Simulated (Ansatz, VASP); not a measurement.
# PtS2 in two plane-wave programs, part 2 of 2

Aim: how closely do two programs agree when they are given the same cell, functional and k mesh? The structure shown is the start of the Ansatz relaxation below; VASP solves that cell, so the two are compared at the walk's first step.

VASP 6.6.1 and Ansatz 0.2.0.

So far. Step 3 (VASP: single point, PBE, start cell, pair 1): The run ends at a pressure of 0.16 GPa, with forces up to 0.086 eV/Å.

## (7) VASP: single point, PBE, start cell, pair 2

Level of this step: PBE; plane waves and PAW (Pt, S) (VASP).

The same cell, functional, mesh and smearing now go to VASP, with its own data sets.

The input, INCAR:

```
SYSTEM = PtS2
PREC = Accurate
ENCUT = 400
EDIFF = 1E-06
NELM = 120
ISMEAR = 1
SIGMA = 0.2
LREAL = .FALSE.
ALGO = Normal
GGA = PE
NBANDS = 17
LASPH = .TRUE.
LORBIT = 11
LWAVE = .FALSE.
LCHARG = .FALSE.
ISIF = 2
LDIPOL = .TRUE.
IDIPOL = 3
DIPOL = 0.5 0.5 0.333
LVHAR = .TRUE.
GGA_COMPAT = .FALSE.
NELMDL = -8
KPAR = 2
```

The input, POSCAR:

```
PtS2
1.0
    3.4852388710      0.0000000000      0.0000000000
   -1.7426194355      3.0484884545      0.0000000000
    0.0000000000      0.0000000000     30.0000000000
Pt S
1 2
Direct
    0.3333333930      0.6666667860      0.3333333333
    0.6666666965      0.3333333930      0.3796360999
    0.6666666965      0.3333333930      0.2870305666
```

The input, KPOINTS:

```
Automatic mesh
0
Gamma
15 15 1
0 0 0
```

The projector-augmented-wave data sets are Pt and S (PBE family, release 64).

On the command line:

```console
$ mpirun -np 2 vasp_std
```

Numbers of over 12 decimals in the logs are rounded to 6 here.

The program printed:

```text
[... set-up lines as in an earlier step ...]
 entering main loop
       N       E                     dE             d eps       ncg     rms          rms(c)
DAV:   1     0.163421305324E+03    0.16342E+03   -0.62340E+03  2176   0.746E+02
DAV:   2     0.360117199161E+01   -0.15982E+03   -0.15239E+03  3699   0.156E+02
DAV:   3    -0.143469497069E+02   -0.17948E+02   -0.17758E+02  2707   0.666E+01
DAV:   4    -0.146884620173E+02   -0.34151E+00   -0.33854E+00  3005   0.109E+01
[...]
DAV:  15    -0.136546467028E+02    0.38356E-05   -0.11813E-04  2792   0.822E-02    0.606E-02
DAV:  16    -0.136546397231E+02    0.69797E-05   -0.28014E-05  2906   0.359E-02    0.271E-02
DAV:  17    -0.136546393198E+02    0.40326E-06   -0.24042E-06  2266   0.844E-03
   1 F= -.13654639E+02 E0= -.13653848E+02  d E =-.237514E-02
```

From OUTCAR (step 7):

```text
  Total       -0.4272688     -0.7280626     -0.4458360      0.0000000      0.0000000      0.0000000
  in kB       -2.1476992     -3.6596618     -2.2410285      0.0000000      0.0000000      0.0000000
  external PRESSURE =      -2.6827965 kB  Pullay stress =       0.0000000 kB

 POSITION                                       TOTAL-FORCE (eV/Angst)
 -----------------------------------------------------------------------------------
     -0.00000      2.03233     10.00000        -0.000000      0.035996      0.000000
      1.74262      1.01616     11.38908         0.000000     -0.017998     -0.156301
      1.74262      1.01616      8.61092         0.000000     -0.017998      0.156301
 -----------------------------------------------------------------------------------
    total drift:                                0.000000      0.000078      0.000077

  FREE ENERGIE OF THE ION-ELECTRON SYSTEM (eV)
  ---------------------------------------------------
  free  energy   TOTEN  =       -13.6546393198 eV

  energy  without entropy=      -13.6522641792  energy(sigma->0) =      -13.65384761

[... 1 part as in an earlier step ...]

[... 2 further parts left out ...]
[key lines of the parts left out:]
E-fermi :  -3.0959
```

The run ends at a pressure of -0.27 GPa, with forces up to 0.16 eV/Å.

## (8) Comparison

What differs besides the data sets and the points named for the pairs above, as far as they apply: the data sets hold 30 valence electrons in Ansatz (on its PAW soft_1 files) and 22 in VASP. Total energies have different zeros and are not compared.

Forces (eV/Å; atoms numbered as in POSCAR):

```csv
atom,"Ansatz x, y, z","VASP x, y, z"
Pt1,"0.000, 0.038, 0.000","0.000, 0.036, 0.000"
S2,"0.000, -0.019, -0.117","0.000, -0.018, -0.156"
S3,"0.000, -0.019, 0.117","0.000, -0.018, 0.156"
```

The forces differ by 19 meV/Å r.m.s., which is 24.9 % of the r.m.s. force of 0.075 eV/Å (both taken over all components). With vacuum in the cell, a pressure given here is an average over mostly empty space and none of the material.

## (9) Ansatz: relaxation, PBE

The two programs are compared at the cell with which this relaxation starts, whose forces are those of its first step.

The structure compared here is the start of the Ansatz relaxation; VASP solves that cell, so the two are compared at the walk's first step.

The input, input.yaml:

```yaml
crystal:
  lattice:
    - [3.5200912597, 0.0, 0.0]
    - [-1.7600456299, 3.0183054005, 0.0]
    - [0.0, 0.0, 30.0]
  atoms:
    - { symbol: Pt, position: [0.3333333333, 0.6666666667, 0.3333333333] }
    - { symbol: S, position: [0.6666666667, 0.3333333333, 0.3796361141] }
    - { symbol: S, position: [0.6666666667, 0.3333333333, 0.2870305526] }
  periodic: [true, true, false]
kpoints:
  mp_grid: { grid: [15, 15, 1] }
hamiltonian:
  xc: pbe
  pseudopotentials: { kind: paw, azcp: { folder: soft_1 } }
scf:
  occupations: { method: methfessel_paxton, width: 0.2 }
output:
  forces: true
  stress: true
  eigenvalues: true
relax:
  adjacent_minimum: "off"
  f_tol: 0.001
  max_steps: 60
```

On the command line:

```console
$ ansatz run input.yaml --threads 4 --pin off --max-ram 16384MiB --backend cpu --events-out ev --progress --plain --runs-dir out
```

The program printed:

```text
[...]
Crystal: 3 atoms, lattice volume = 318.741 Å³
Basis set: ecut = 420 eV, 6199 PW (Γ), exchange–correlation on 48×48×432 points (8 copies of the dense FFT grid, shifted against one another)
Bands: 19, of which v1, the nominal top of the filled ones, is band 15 counted from 1 (14 counted from 0)
Symmetry: 4 space group operations
[...]
--- Relaxed structure (11 steps of the walk, 9 accepted, 0 SCFs on fresh bases) ---
  F+E_penalty+E_count = -14328.15695313 eV   max|allowed force component| = 9.213e-5 eV/Å
  cell:  # Å, volume = 318.7413 Å³
    - [3.5200912597, 2.915625906051445e-11, 0.0]
    - [-1.760045629875, 3.018305, 0.0]
    - [0.0, 0.0, 30.0]
  atoms:
    - { symbol: Pt, position: [0.317497, 0.634994, 0.333333] }
    - { symbol: S, position: [0.674585, 0.349170, 0.379310] }
    - { symbol: S, position: [0.674585, 0.349170, 0.287357] }
[key lines of the parts left out:]
SCF converged after 5 iterations
Free energy (F): -14328.156953 eV
Fermi energy:    -5.248873 eV
P = ½ c Tr σ = 0.0992 N/m
```

## (10) VASP: single point, PBE, start cell, pair 3

The same cell, functional, mesh and smearing now go to VASP, with its own data sets.

INCAR is that of step 7.

The input, POSCAR:

```
PtS2
1.0
    3.5200912597      0.0000000000      0.0000000000
   -1.7600456299      3.0183054005      0.0000000000
    0.0000000000      0.0000000000     30.0000000000
Pt S
1 2
Direct
    0.3333333995      0.6666667991      0.3333333333
    0.6666666997      0.3333333995      0.3796361000
    0.6666666997      0.3333333995      0.2870305667
```

KPOINTS is that of step 7.

On the command line:

```console
$ mpirun -np 2 vasp_std
```

The program printed:

```text
[... set-up lines as in an earlier step ...]
 entering main loop
       N       E                     dE             d eps       ncg     rms          rms(c)
DAV:   1     0.162366477672E+03    0.16237E+03   -0.61930E+03  2176   0.745E+02
DAV:   2     0.387826423940E+01   -0.15849E+03   -0.15063E+03  3633   0.155E+02
DAV:   3    -0.143280018276E+02   -0.18206E+02   -0.18015E+02  2685   0.672E+01
DAV:   4    -0.146885023495E+02   -0.36050E+00   -0.35865E+00  3037   0.112E+01
[...]
DAV:  15    -0.136546406073E+02    0.39035E-05   -0.11809E-04  2801   0.822E-02    0.609E-02
DAV:  16    -0.136546335649E+02    0.70424E-05   -0.28143E-05  2909   0.361E-02    0.273E-02
DAV:  17    -0.136546331406E+02    0.42423E-06   -0.24849E-06  2272   0.857E-03
   1 F= -.13654633E+02 E0= -.13653843E+02  d E =-.237109E-02
```

Parts of OUTCAR (step 10):

```text
  Total       -0.7313438     -0.4241514     -0.4459900      0.0000000      0.0000000      0.0000000
  in kB       -3.6761549     -2.1320291     -2.2418026      0.0000000      0.0000000      0.0000000
  external PRESSURE =      -2.6833289 kB  Pullay stress =       0.0000000 kB

 POSITION                                       TOTAL-FORCE (eV/Angst)
 -----------------------------------------------------------------------------------
     -0.00000      2.01220     10.00000         0.000000     -0.037039      0.000000
      1.76005      1.00610     11.38908        -0.000000      0.018519     -0.156277
      1.76005      1.00610      8.61092        -0.000000      0.018519      0.156277
 -----------------------------------------------------------------------------------
    total drift:                                0.000000     -0.000030      0.000072

  FREE ENERGIE OF THE ION-ELECTRON SYSTEM (eV)
  ---------------------------------------------------
  free  energy   TOTEN  =       -13.6546331406 eV

  energy  without entropy=      -13.6522620506  energy(sigma->0) =      -13.65384278

[... 1 part as in an earlier step ...]

[... 2 further parts left out ...]
[key lines of the parts left out:]
E-fermi :  -3.0959
```

The run ends at a pressure of -0.27 GPa, with forces up to 0.16 eV/Å.

## (11) Comparison

What differs besides the data sets and the points named for the pairs above, as far as they apply: the data sets hold 30 valence electrons in Ansatz (on its PAW soft_1 files) and 22 in VASP. Total energies have different zeros and are not compared.

Forces (eV/Å; atoms numbered as in POSCAR):

```csv
atom,"Ansatz x, y, z","VASP x, y, z"
Pt1,"0.000, -0.039, 0.000","0.000, -0.037, 0.000"
S2,"0.000, 0.019, -0.117","0.000, 0.019, -0.156"
S3,"0.000, 0.019, 0.117","0.000, 0.019, 0.156"
```

The forces differ by 19 meV/Å r.m.s., which is 24.8 % of the r.m.s. force of 0.075 eV/Å (both taken over all components). With vacuum in the cell, a pressure given here is an average over mostly empty space and none of the material.

## (12) Summary of results

* r.m.s. force difference (single point, PBE, start cell, pair 1): 19 meV/Å
* r.m.s. force difference (single point, PBE, start cell, pair 2): 19 meV/Å
* r.m.s. force difference (single point, PBE, start cell, pair 3): 19 meV/Å

In words: The r.m.s. force difference is 19 meV/Å (single point, PBE, start cell, pair 1), beyond the 12 meV/Å picked in this series as the mark of a large difference. The data sets hold unlike numbers of valence electrons (30 in Ansatz and 22 in VASP), so part of the differences comes from the potentials. Single point, PBE, start cell, pair 1, VASP with the data sets Pt_sv_GW and S and a cutoff of 430 eV: r.m.s. force difference goes from 19 to 8.0 meV/Å. What causes the difference of the single point, PBE, start cell, pair 2 pair stays open here. What causes the difference of the single point, PBE, start cell, pair 3 pair stays open here. 3 further runs of this series are not shown here. Such differences can come from data sets, numerical settings and the points named under the comparisons, not from the functional's error against experiment.

[Lines on the potential files, build, host, timing and source positions are cut from VASP's logs without a mark.]

[Logs are printed without paths, hosts, clocks, repeated set-up lines and the standing remarks that a program may print on its own settings, such as how far it seeks lower states.]

[Hosts, paths, dates, database ids (printed as entryN), source tags and the programs' standing remarks are cut or masked in the printed files.]
